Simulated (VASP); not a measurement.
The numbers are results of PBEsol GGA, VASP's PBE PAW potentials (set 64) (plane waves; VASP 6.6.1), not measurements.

The input files of a VASP run:

### INCAR
```
SYSTEM = BBi
PREC = Accurate
ENCUT = 520
EDIFF = 1E-7
NELM = 100
ALGO = Normal
LREAL = .FALSE.
LASPH = .TRUE.
ISMEAR = -5
GGA = PS
LMAXMIX = 4
LWAVE = .FALSE.
LCHARG = .TRUE.
LORBIT = 11
NEDOS = 601
ISIF = 2
```

**KPOINTS**
```
Automatic mesh
0
Gamma
9 9 3
0 0 0
```

**POSCAR**
```
BBi
1
    3.8383656692     0.0000000000     0.0000000000
   -1.9191828346     3.3241225471     0.0000000000
    0.0000000000     0.0000000000     9.5203906106
B Bi
2 2
Direct
  0.3333330000   0.6666670000   0.2500000000
  0.6666670000   0.3333330000   0.7500000000
  0.6666670000   0.3333330000   0.2500000000
  0.3333330000   0.6666670000   0.7500000000
```

POTCAR, in this order: B Bi_d (PBE.64 set). Program: vasp_std.

Output

### OSZICAR
```
       N       E                     dE             d eps       ncg     rms          rms(c)
DAV:   1     0.344866304503E+03    0.34487E+03   -0.18706E+04  1064   0.169E+03
DAV:   2     0.154519819729E+02   -0.32941E+03   -0.32471E+03  1116   0.432E+02
DAV:   3    -0.177471044011E+02   -0.33199E+02   -0.32919E+02  1362   0.160E+02
DAV:   4    -0.189274036353E+02   -0.11803E+01   -0.11785E+01  1248   0.329E+01
DAV:   5    -0.189797029808E+02   -0.52299E-01   -0.52294E-01  1502   0.624E+00    0.580E+00
DAV:   6    -0.174782160547E+02    0.15015E+01   -0.85736E+00  1338   0.138E+01    0.226E+00
DAV:   7    -0.174523145242E+02    0.25902E-01   -0.36386E-01  1182   0.378E+00    0.132E+00
DAV:   8    -0.174318097112E+02    0.20505E-01   -0.11329E-01  1338   0.221E+00    0.231E-01
DAV:   9    -0.174308664278E+02    0.94328E-03   -0.15571E-02  1562   0.929E-01    0.102E-01
DAV:  10    -0.174315043022E+02   -0.63787E-03   -0.17726E-03  1320   0.292E-01    0.514E-02
DAV:  11    -0.174317711399E+02   -0.26684E-03   -0.41443E-04  1410   0.119E-01    0.100E-02
DAV:  12    -0.174317990091E+02   -0.27869E-04   -0.54153E-05  1284   0.699E-02    0.466E-03
DAV:  13    -0.174318079522E+02   -0.89432E-05   -0.14852E-05  1236   0.169E-02    0.154E-03
DAV:  14    -0.174318082715E+02   -0.31929E-06   -0.56971E-07  1104   0.671E-03    0.497E-04
DAV:  15    -0.174318084277E+02   -0.15618E-06   -0.10246E-07   862   0.180E-03    0.225E-04
DAV:  16    -0.174318084262E+02    0.15375E-08   -0.87788E-09   702   0.929E-04
   1 F= -.17431808E+02 E0= -.17431808E+02  d E =0.000000E+00
```

OUTCAR:
```
------------------------ aborting loop because EDIFF is reached ----------------------------------------
  FORCE on cell =-STRESS in cart. coord.  units (eV):
  Direction    XX          YY          ZZ          XY          YZ          ZX
  --------------------------------------------------------------------------------------
  Total        0.0965681      0.0965681     -0.1789062     -0.0000000     -0.0000000     -0.0000000
  in kB        1.2736973      1.2736976     -2.3597052     -0.0000000     -0.0000000     -0.0000000
  external PRESSURE =       0.0625632 kB  Pullay stress =       0.0000000 kB
  volume of cell :      121.47
      direct lattice vectors                 reciprocal lattice vectors
     3.838365669  0.000000000  0.000000000     0.260527549  0.150415634  0.000000000
    -1.919182835  3.324122547  0.000000000     0.000000000  0.300831268  0.000000000
     0.000000000  0.000000000  9.520390611     0.000000000  0.000000000  0.105037707
 POSITION                                       TOTAL-FORCE (eV/Angst)
 -----------------------------------------------------------------------------------
     -0.00000      2.21608      2.38010        -0.000000     -0.000000      0.000000
      1.91918      1.10804      7.14029         0.000000      0.000000      0.000000
      1.91918      1.10804      2.38010         0.000000     -0.000000      0.000000
     -0.00000      2.21608      7.14029        -0.000000      0.000000      0.000000
 -----------------------------------------------------------------------------------
    total drift:                               -0.000528      0.000157      0.000009
  FREE ENERGIE OF THE ION-ELECTRON SYSTEM (eV)
  ---------------------------------------------------
  free  energy   TOTEN  =       -17.4318084262 eV

  energy  without entropy=      -17.4318084262  energy(sigma->0) =      -17.43180843

 total charge

# of ion       s       p       d       tot
------------------------------------------
    1        0.678   1.014   0.000   1.692
    2        0.678   1.014   0.000   1.692
    3        1.402   1.707   9.949  13.057
    4        1.402   1.707   9.949  13.057
--------------------------------------------------
tot          4.158   5.443  19.897  29.498
```
(Selected blocks of OUTCAR.)

Without a dispersion term in the relaxation, distances and binding between the weakly bound layers, chains or molecules are unreliable, and so is what depends on them.

The structure was generated: BBi was put into the layered h-BN type type (P6_3/mmc), which need not be its known phase. It was relaxed first, which changed the volume by -7 %.
